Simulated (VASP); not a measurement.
**Mn2FeN2 under changes of volume**

One of the cells (9.582 Å³/atom); the others are scaled copies at fixed shape and fractional positions:

```xyz
5
Lattice="2.6324 -1.5251 0.0000 2.6324 1.5251 0.0000 -0.0148 0.0000 5.9666" Properties=species:S:1:pos:R:3 pbc="T T T"
Fe   -0.0074    0.0000    2.9833
Mn    3.4973    0.0000    4.9706
Mn    1.7527    0.0000    0.9960
N     3.5105    0.0000    1.5659
N     1.7395    0.0000    4.4007
```

The cell comes from a database or a generator and needn't be the stable form of this composition.

| Quantity | Value |
| --- | --- |
| Program | VASP 6.6.1 |
| Functional | PBE |
| Potentials or basis | VASP PAW PBE potentials, release 64 (Fe, Mn_pv, N) |
| Cutoff | 520 eV |
| k mesh | 10 × 10 × 5 |
| Occupations | fermi-dirac, width 0.05 eV |
| Spin | collinear spin, ferromagnetic start |
| Starting moments | [3.0, 4.0, 4.0, 0.0, 0.0] μB |

```tsv
volume (Å³/atom)	energy over the lowest point (meV/atom)	pressure (GPa)	moment (μB per cell)	largest force (eV/Å)
8.830	18.74	13.5	1.50	0.302
9.018	6.28	7.9	1.58	0.139
9.206	0.00	3.0	1.63	0.062
9.582	?	?	?	?
9.770	11.92	-9.1	1.46	0.259
9.958	24.35	-12.3	1.27	0.305
```

What does the run at 9.582 Å³/atom give?

Energy over the lowest point 3.36 meV/atom; pressure -5.5 GPa; moment 1.58 μB per cell; largest force 0.194 eV/Å.

Worked out: A Birch-Murnaghan fit of order 3 (a polynomial in V^(-2/3)) to the other rows has its minimum at 9.33 Å³/atom with B0 = V·E''(V) = 216 GPa and B' = 4.7 at fixed shape and positions, which overstates the stiffness. It gives 3.39 meV/atom at 9.582 Å³/atom, against the run's 3.36, and -dE/dV = -5.5 GPa, against -5.5. A parabola through the other rows of the moment, of slope -0.471 μB per Å³/atom there, gives 1.56 μB, against the run's 1.58.

Energies are extrapolated to zero smearing.

Caveats: only a ferromagnetic start was run, and an antiferromagnetic order may lie lower in energy.
